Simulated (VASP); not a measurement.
Data:

```
CELL_PARAMETERS angstrom
      1.99636    -3.45781     0.00000
      1.99636     3.45781     0.00000
      0.00000     0.00000     4.87110
ATOMIC_POSITIONS crystal
  Al 0.00000 0.00000 0.00000
  Al 0.33333 0.66667 0.64812
  Al 0.66667 0.33333 0.35188
  Ni 0.33333 0.66667 0.14646
  Ni 0.66667 0.33333 0.85354
```

Computed with r2SCAN meta-GGA, VASP's PBE PAW potentials (set 64) (plane waves; VASP 6.6.1). Settings: 400 eV cut-off, 10×10×7 Γ-centred mesh, tetrahedra with Blöchl corrections, potentials Al Ni.

The cores are frozen, which limits the accuracy of field gradients.

Problem. Give the principal components of the electric field gradient (V/Å²) and the asymmetry η at each nucleus.

Solution. 
```tsv
atom	Vxx	Vyy	Vzz	η
Al1	-23.5	-23.5	47.0	0.00
Al2	13.3	13.3	-26.7	0.00
Al3	13.3	13.3	-26.7	0.00
Ni4	1.3	1.3	-2.6	0.00
Ni5	1.3	1.3	-2.6	0.00
```

The compound is Al3Ni2 in the sg164 structure. It was relaxed first. The run is not spin-polarised, so no magnetic state was tried.
